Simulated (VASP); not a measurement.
# SnTeS4 (P4/mmm) in VASP: notebook

Runs on SnTeS4. Level: PBE. Tasks: relaxation of cell and atoms.

Everything below comes from runs of VASP 6.6.1. Logs are shortened: lines on timing, memory, paths and dates and some standing lists are left out, and cuts for length are marked.

### 1 Starting point

The structure is tetragonal, space group P4/mmm (No. 123). The conventional cell has a = 4.425 Å, b = 4.425 Å, c = 9.179 Å, α = 90.00°, β = 90.00°, γ = 90.00°. Sn (site symmetry 4/mmm) has 4 Te at 3.13 Å as nearest neighbours. Around Te (site symmetry 4/mmm) lie 2 S at 2.37 Å. Around S (site symmetry 4/mmm) lie 4 S at 3.13 Å. Around S (site symmetry 4mm) lie 1 S at 2.21 Å and 1 Te at 2.37 Å. S (site symmetry 4/mmm) is surrounded by 2 S at 2.21 Å.

The cell was built by a generator and needn't be a form met in nature.

### 2 Relaxation of cell and atoms, PBE

INCAR

```
PREC = Normal ; ENCUT = 520
EDIFF = 1E-4 ; ISMEAR = 0
SIGMA = 0.15 ; LREAL = False
LASPH = True ; NELM = 60
ALGO = Fast ; ISIF = 3
LWAVE = False ; LCHARG = False
GGA = PE ; IBRION = 2
NSW = 24 ; EDIFFG = -0.08
```

KPOINTS

```
Automatic mesh
0
Gamma
  3 3 2
```

POSCAR

```
SnTeS4
1.0
    4.4248699800      0.0000000000      0.0000000000
    0.0000000000      4.4248699800      0.0000000000
    0.0000000000      0.0000000000      9.1785163800
Sn Te S
1 1 4
Direct
    0.5000000000      0.5000000000      0.5000000000
    0.0000000000      0.0000000000      0.5000000000
    0.5000000000      0.5000000000      0.0000000000
    0.0000000000      0.0000000000      0.2412755900
    0.0000000000      0.0000000000      0.7587244100
    0.0000000000      0.0000000000      0.0000000000
```

Potentials or basis: VASP PAW PBE potentials, release 64 (Sn_d, Te, S).

Run with:

```sh
cat potpaw_PBE.64/Sn_d/POTCAR potpaw_PBE.64/Te/POTCAR potpaw_PBE.64/S/POTCAR > POTCAR
mpirun -np 1 vasp_std > vasp.out
```

OUTCAR:

```text
PREC = Normal
   ENCUT = 520
   EDIFF = 1E-4
   ISMEAR = 0
   LREAL = False
   LASPH = True
   NELM = 60
   ISIF = 3
   GGA = PE
   IBRION = 2
   NSW = 24
   EDIFFG = -0.08

 ion  position               nearest neighbor table
   1  0.500  0.500  0.500-   2 3.13   2 3.13   2 3.13   2 3.13
   2  0.000  0.000  0.500-   4 2.37   5 2.37   1 3.13   1 3.13   1 3.13   1 3.13
   3  0.500  0.500  0.000-
   4  0.000  0.000  0.241-   6 2.21   2 2.37
   5  0.000  0.000  0.759-   6 2.21   2 2.37
   6  0.000  0.000  0.000-   4 2.21   5 2.21

  LATTYP: Found a simple tetragonal cell.
 ALAT       =     4.4248699800
 C/A-ratio  =     2.0743019391

  Lattice vectors:

 A1 = (   4.4248699800,   0.0000000000,   0.0000000000)
 A2 = (   0.0000000000,   4.4248699800,   0.0000000000)
 A3 = (   0.0000000000,   0.0000000000,   9.1785163800)

Analysis of symmetry for initial positions (statically):
=====================================================================
 Subroutine PRICEL returns:
 Original cell was already a primitive cell.

 Routine SETGRP: Setting up the symmetry group for a
 simple tetragonal supercell.

 Subroutine GETGRP returns: Found 16 space group operations
 (whereof 16 operations were pure point group operations)
 out of a pool of 16 trial point group operations.

The static configuration has the point symmetry D_4h.

Analysis of symmetry for dynamics (positions and initial velocities):
=====================================================================
 Subroutine PRICEL returns:
 Original cell was already a primitive cell.

 Routine SETGRP: Setting up the symmetry group for a
 simple tetragonal supercell.

 Subroutine GETGRP returns: Found 16 space group operations
 (whereof 16 operations were pure point group operations)
 out of a pool of 16 trial point group operations.

The dynamic configuration has the point symmetry D_4h.

 Subroutine INISYM returns: Found 16 space group operations
 (whereof 16 operations are pure point group operations),
 and found     1 'primitive' translations

----------------------------------------------------------------------------------------

                                     Primitive cell

  volume of cell :     179.7105

  direct lattice vectors                    reciprocal lattice vectors
     4.424869980  0.000000000  0.000000000     0.225995341  0.000000000  0.000000000
     0.000000000  4.424869980  0.000000000     0.000000000  0.225995341  0.000000000
     0.000000000  0.000000000  9.178516380     0.000000000  0.000000000  0.108950070

  length of vectors
     4.424869980  4.424869980  9.178516380     0.225995341  0.225995341  0.108950070

  position of ions in fractional coordinates (direct lattice)
     0.500000000  0.500000000  0.500000000
     0.000000000  0.000000000  0.500000000
     0.500000000  0.500000000  0.000000000
     0.000000000  0.000000000  0.241275590
     0.000000000  0.000000000  0.758724410
     0.000000000  0.000000000  0.000000000

  ion indices of the primitive-cell ions
   primitive index   ion index
                 1           1
                 2           2
                 3           3
                 4           4
                 5           5
                 6           6

----------------------------------------------------------------------------------------

 KPOINTS: Automatic mesh

Automatic generation of k-mesh.
 Grid dimensions read from file:
 generate k-points for:    3    3    2

 Generating k-lattice:

  Cartesian coordinates                     Fractional coordinates (reciprocal lattice)
     0.075331780  0.000000000  0.000000000     0.333333333  0.000000000  0.000000000
     0.000000000  0.075331780  0.000000000     0.000000000  0.333333333  0.000000000
     0.000000000  0.000000000  0.054475035     0.000000000  0.000000000  0.500000000

  Length of vectors
     0.075331780  0.075331780  0.054475035

  Shift w.r.t. Gamma in fractional coordinates (k-lattice)
     0.000000000  0.000000000  0.000000000

 Subroutine IBZKPT returns following result:
 ===========================================

 Found      6 irreducible k-points:

 Following reciprocal coordinates:
            Coordinates               Weight
  0.000000  0.000000  0.000000      1.000000
  0.333333  0.000000  0.000000      4.000000
  0.333333  0.333333  0.000000      4.000000
  0.000000  0.000000  0.500000      1.000000
  0.333333  0.000000  0.500000      4.000000
  0.333333  0.333333  0.500000      4.000000
   k-points           NKPTS =      6   k-points in BZ     NKDIM =      6   number of bands    NBANDS=     26
   number of dos      NEDOS =    301   number of ions     NIONS =      6
   total plane-waves  NPLWV =  42336
   dimension x,y,z NGX =    28 NGY =   28 NGZ =   54
   dimension x,y,z NGXF=    56 NGYF=   56 NGZF=  108
   ions per type =               1   1   4
   NGX,Y,Z   is equivalent  to a cutoff of  10.52, 10.52,  9.78 a.u.
   NGXF,Y,Z  is equivalent  to a cutoff of  21.04, 21.04, 19.56 a.u.
 SYSTEM =  unknown system
   PREC   = normal    normal or accurate (medium, high low for compatibility)
   ISTART =      0    job   : 0-new  1-cont  2-samecut
   ICHARG =      2    charge: 1-file 2-atom 10-const
   ISPIN  =      1    spin polarized calculation?
   LNONCOLLINEAR =      F non collinear calculations
   LSORBIT =      F    spin-orbit coupling
   LASPH  =      T    aspherical Exc in radial PAW
   ENCUT  =  520.0 eV  38.22 Ry    6.18 a.u.   8.23  8.23 17.07*2*pi/ulx,y,z
   NELM   =     60;   NELMIN=  2; NELMDL= -5     # of ELM steps
   EDIFF  = 0.1E-03   stopping-criterion for ELM
   LREAL  =      F    real-space projection
   EDIFFG = -.8E-01   stopping-criterion for IOM
   NSW    =     24    number of steps for IOM
   IBRION =      2    ionic relax: 0-MD 1-quasi-New 2-CG
   NFREE  =      1    steps in history (QN), initial steepest desc. (CG)
   ISIF   =      3    stress and relaxation
   ISYM   =      2    0-nonsym 1-usesym 2-fastsym
   POTIM  = 0.5000    time-step for ionic-motion
   TEBEG  =    0.0;   TEEND  =   0.0 temperature during run
   PSTRESS=    0.0 pullay stress
   NELECT =      44.0000    total number of electrons
   NUPDOWN=      -1.0000    fix difference up-down
   EMIN   =  10.00;   EMAX   =-10.00  energy-range for DOS
   EFERMI =   0.00;   METHOD = LEGACY
   ISMEAR =     0;   SIGMA  =   0.15  broadening in eV -4-tet -1-fermi 0-gaus
   EFERMI_NEDOS =   21; number of points for ismear=-14 and -15
   IALGO  =     68    algorithm
   IMIX   =      4    mixing-type and parameters
     AMIX     =   0.40;   BMIX     =  1.00
     AMIX_MAG =   1.60;   BMIX_MAG =  1.00
  volume/ion in A,a.u.               =      29.95       202.12
  Fermi-wavevector in a.u.,A,eV,Ry     =   1.024160  1.935382 14.271206  1.048904
  Thomas-Fermi vector in A             =   2.157932
   LORBIT       =      0    0 simple, 1 ext, 2 COOP (PROOUT), +10 PAW based schemes
   GGA     = PE    functional components
   LHFCALC =     F    Hartree Fock is set to
   AEXX    =    0.0000 exact exchange contribution
   IVDW    =     0    specifies the selected vdW correction
   LEPSILON=     F    determine dielectric tensor
   LRPA    =     F    only Hartree local field effects (RPA)
 conjugate gradient relaxation of ions
 non-spin polarized calculation
 RMM-DIIS sequential band-by-band and
 Gauss-broadening in eV      SIGMA  =   0.15
  energy-cutoff  :      520.00
  volume of cell :      179.71
 maximum number of plane-waves:      4848
   NGX = 17   NGY = 17   NGZ = 35

--------------------------------------- Ionic step        1  -------------------------------------------

 number of electron      43.9999940 magnetization

 Free energy of the ion-electron system (eV)
  ---------------------------------------------------
  ext. energy  EPLUGINS =         0.00000000
  ---------------------------------------------------
  free energy    TOTEN  =       -18.02606578 eV

  energy without entropy =      -17.94953838  energy(sigma->0) =      -17.98780208

------------------------ aborting loop because EDIFF is reached ----------------------------------------

  FORCE on cell =-STRESS in cart. coord.  units (eV):
  Direction    XX          YY          ZZ          XY          YZ          ZX
  --------------------------------------------------------------------------------------
  -------------------------------------------------------------------------------------
  Total       -3.1638395     -3.1638395      4.6080388      0.0000000      0.0000000      0.0000000
  in kB      -28.2066502    -28.2066502     41.0821531      0.0000000      0.0000000      0.0000000
  external PRESSURE =      -5.1103824 kB  Pullay stress =       0.0000000 kB
[... 101 lines left out ...]
  FREE ENERGIE OF THE ION-ELECTRON SYSTEM (eV)
  ---------------------------------------------------
  free  energy   TOTEN  =       -18.6717980532 eV

  energy  without entropy=      -18.5673294972  energy(sigma->0) =      -18.61956378

[... ionic steps 4 to 14 ...]

--------------------------------------- Ionic step       15  -------------------------------------------

 number of electron      43.9999957 magnetization

------------------------ aborting loop because EDIFF is reached ----------------------------------------

  FORCE on cell =-STRESS in cart. coord.  units (eV):
  Direction    XX          YY          ZZ          XY          YZ          ZX
  --------------------------------------------------------------------------------------
  -------------------------------------------------------------------------------------
  Total       -0.0840468     -0.0840468     -0.1660145      0.0000000     -0.0000000     -0.0000000
  in kB       -0.7901126     -0.7901126     -1.5606795      0.0000000     -0.0000000     -0.0000000
  external PRESSURE =      -1.0469682 kB  Pullay stress =       0.0000000 kB
[... 65 lines left out ...]
  energy  without entropy=      -18.6344601078  energy(sigma->0) =      -18.68095926

--------------------------------------- Ionic step       17  -------------------------------------------

 number of electron      43.9999971 magnetization

 Free energy of the ion-electron system (eV)
  ---------------------------------------------------
  ext. energy  EPLUGINS =         0.00000000
  ---------------------------------------------------
  free energy    TOTEN  =       -18.72743167 eV

  energy without entropy =      -18.63503920  energy(sigma->0) =      -18.68123543

 E-fermi :   3.1004     XC(G=0):  -8.6499

 val. band max:        3.0767805381   @ k =   0.3333   0.0000   0.0000
 cond. band min:       3.1179885586   @ k =   0.3333   0.0000   0.0000
 fundamental gap:      0.0412080205
 Fermi energy:         3.1004435711

 k-point     1 :       0.0000    0.0000    0.0000
  band No.  band energies     occupation
      1     -18.4414      2.00000
      2     -18.3819      2.00000
      3     -18.3819      2.00000
      4     -18.3274      2.00000
      5     -18.3150      2.00000
      6     -11.9539      2.00000
[... 196 lines left out ...]
  FREE ENERGIE OF THE ION-ELECTRON SYSTEM (eV)
  ---------------------------------------------------
  free  energy   TOTEN  =       -18.7274316712 eV

  energy  without entropy=      -18.6350391973  energy(sigma->0) =      -18.68123543

 reached required accuracy - stopping structural energy minimisation
```

Run time: 98 s. Hardware: 1 thread of AMD EPYC 9R45 (Zen 5), shared host; peak memory 0.19 GiB.

Results:

| Item | Value |
| --- | --- |
| Free energy | -18.7274 eV |
| Relaxed volume | 28.64 Å³/atom |
| Relaxed cell | a = 4.174 Å, b = 4.174 Å, c = 9.862 Å, α = 90.00°, β = 90.00°, γ = 90.00° |
| Space group after relaxing (to 0.05 Å) | P4/mmm (No. 123) |
| Energy gained by relaxing | 116.9 meV/atom |
| Ionic steps | 17 |
| Pressure after relaxing | -0.2 GPa |
| Largest force after relaxing | 0.073 eV/Å |
| Band gap on the k mesh | none (metal or under the smearing width) |

Forces in eV/Å, atoms in the order of the input:
```
Sn   0.000  0.000  0.000
Te   0.000  0.000  0.000
S    0.000  0.000  0.000
S    0.000  0.000 -0.073
S    0.000  0.000  0.073
S    0.000  0.000  0.000
```

The path:
| step | energy change (eV) | largest force (eV/Å) | pressure (GPa) | volume (Å³) |
| --- | --- | --- | --- | --- |
| 1 | 0.0000 | 1.7153 | -0.51 | 179.71 |
| 2 | -0.4448 | 0.6940 | -1.16 | 177.01 |
| 3 | -0.6457 | 0.4234 | -1.02 | 173.95 |
| 4 | -0.6697 | 0.2986 | -0.93 | 172.41 |
| 5 | -0.6695 | 0.3246 | -0.95 | 172.60 |
| 6 | -0.6937 | 0.0899 | 0.54 | 166.99 |
| 7 | -0.6953 | 0.1442 | 0.12 | 168.02 |
| 8 | -0.6953 | 0.1314 | 0.04 | 167.79 |
| 9 | -0.6952 | 0.1159 | -0.01 | 167.39 |
| 10 | -0.6943 | 0.1006 | 0.52 | 167.19 |
| 11 | -0.6990 | 0.1384 | -0.14 | 169.99 |
| 12 | -0.6991 | 0.1499 | -0.14 | 169.69 |
| 13 | -0.6990 | 0.1289 | 0.00 | 169.48 |
| 14 | -0.6990 | 0.1273 | 0.19 | 169.60 |
| 15 | -0.7008 | 0.1126 | -0.10 | 170.43 |
| 16 | -0.7014 | 0.1016 | -0.12 | 170.90 |
| 17 | -0.7014 | 0.0733 | -0.18 | 171.84 |

Final structure:
```
CELL_PARAMETERS angstrom
4.17425 0.00000 0.00000
0.00000 4.17425 0.00000
0.00000 0.00000 9.86198
ATOMIC_POSITIONS crystal
Sn 0.50000 0.50000 0.50000
Te 0.00000 0.00000 0.50000
S 0.50000 0.50000 0.00000
S 0.00000 0.00000 0.21521
S 0.00000 0.00000 0.78479
S 0.00000 0.00000 0.00000
```

Levels at points of the mesh, in eV from the Fermi level:
| k point | band 20 | band 21 | band 22 | band 23 | band 24 | band 25 |
| --- | --- | --- | --- | --- | --- | --- |
| (0.00, 0.00, 0.00) | -0.59 | -0.09 | 0.13 | 0.13 | 1.54 | 1.54 |
| (0.00, 0.00, 0.50) | -0.65 | -0.07 | -0.07 | 1.05 | 1.47 | 1.47 |

Caveat: the k mesh is coarse (spacing up to 0.47 Å⁻¹), so the values aren't converged; the relaxation stopped at a loose force limit of 0.08 eV/Å, so its end isn't a converged minimum.

### 3 Relaxation of cell and atoms, PBE

This run uses another cell than the first one, of 30.84 Å³/atom, 1.030 times its volume.

INCAR is that of step 2.

KPOINTS is that of step 2.

POSCAR

```
SnTeS4
1.0
    5.2454251500      0.0000000000      0.0000000000
    0.0000000000      5.2454251500      0.0000000000
    0.0000000000      0.0000000000      6.7258889800
Sn Te S
1 1 4
Direct
    0.5000000000      0.5000000000      0.0000000000
    0.0000000000      0.0000000000      0.0000000000
    0.0000000000      0.5000000000      0.1658122700
    0.5000000000      0.0000000000      0.8341877300
    0.0000000000      0.5000000000      0.8341877300
    0.5000000000      0.0000000000      0.1658122700
```

Potentials or basis: VASP PAW PBE potentials, release 64 (Sn_d, Te, S).

Run with:

```sh
cat potpaw_PBE.64/Sn_d/POTCAR potpaw_PBE.64/Te/POTCAR potpaw_PBE.64/S/POTCAR > POTCAR
mpirun -np 1 vasp_std > vasp.out
```

Wall time 31 s (1 thread of AMD EPYC 9R45 (Zen 5), shared host); peak memory 0.18 GiB.

It converged, with:

| Item | Value |
| --- | --- |
| Free energy | -21.8833 eV |
| Relaxed volume | 34.34 Å³/atom |
| Relaxed cell | a = 5.629 Å, b = 5.629 Å, c = 6.504 Å, α = 90.00°, β = 90.00°, γ = 90.00° |
| Space group after relaxing (to 0.05 Å) | P4/mmm (No. 123) |
| Energy gained by relaxing | 168.3 meV/atom |
| Ionic steps | 6 |
| Pressure after relaxing | 0.1 GPa |
| Largest force after relaxing | 0.003 eV/Å |
| Band gap on the k mesh | none (metal or under the smearing width) |

Forces in eV/Å, atoms in the order of the input:
```
Sn   0.000  0.000  0.000
Te   0.000  0.000  0.000
S    0.000  0.000  0.003
S    0.000  0.000 -0.003
S    0.000  0.000 -0.003
S    0.000  0.000  0.003
```

The path:
```csv
step,energy change (eV),largest force (eV/Å),pressure (GPa),volume (Å³)
1,0.0000,0.7676,4.28,185.06
2,-1.0084,0.1285,-0.26,207.24
3,-1.0084,0.1316,-0.28,207.24
4,-1.0080,0.1838,-0.20,206.79
5,-1.0059,0.2519,0.27,205.07
6,-1.0100,0.0032,0.10,206.07
```

Final structure:
```
Sn Te S
1.0
     5.62900    0.00000    0.00000
     0.00000    5.62900    0.00000
     0.00000    0.00000    6.50354
Sn Te S
1 1 4
Cartesian
  2.8145 2.8145 0.0000
  0.0000 0.0000 0.0000
  0.0000 2.8145 1.0399
  2.8145 5.6290 5.4637
  0.0000 2.8145 5.4637
  2.8145 0.0000 1.0399
```

Levels at points of the mesh, in eV from the Fermi level:
| k point | band 19 | band 20 | band 21 | band 22 | band 23 | band 24 | band 25 | band 26 |
| --- | --- | --- | --- | --- | --- | --- | --- | --- |
| (0.00, 0.00, 0.00) | -1.70 | -1.29 | -0.55 | -0.55 | 1.19 | 2.41 | 2.41 | 3.00 |
| (0.00, 0.00, 0.50) | -1.79 | -1.34 | -0.60 | -0.60 | 1.02 | 1.53 | 2.46 | 2.47 |

Caveat: the k mesh is coarse (spacing up to 0.47 Å⁻¹), so the values aren't converged; this functional lacks dispersion, which binds the layers, so the pressure and a relaxed spacing across them are unreliable; the relaxation stopped at a loose force limit of 0.08 eV/Å, so its end isn't a converged minimum.
